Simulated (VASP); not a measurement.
```yaml
crystal:
  lattice:
    - [0.00000, 2.26542, 2.26542]
    - [2.26542, 0.00000, 2.26542]
    - [2.26542, 2.26542, 0.00000]
  atoms:
    - { symbol: Cd, position: [0.00000, 0.00000, 0.00000] }
    - { symbol: O, position: [0.50000, 0.50000, 0.50000] }
```

Level of theory: PBE GGA, VASP's PBE PAW potentials (set 64) (plane waves; VASP). Run with 600 eV cut-off, 12×12×12 Γ-centred mesh, first-order Methfessel-Paxton smearing of 0.10 eV, potentials Cd O.

Problem. Estimate the energy per atom (σ→0), pressure, band gap (on the k-mesh) with the smallest direct gap where there is one.

Solution. 
```yaml
band gap (on the k-mesh): none (metal, semimetal or under 0.01 eV)
energy per atom (σ→0): -3.698 eV/atom
pressure: 30.03 GPa
```

Total energies compare only between runs with the same potentials, cut-off and functional.

The compound is CdO in the rock salt structure. It was relaxed first under an external pressure of 30 GPa.
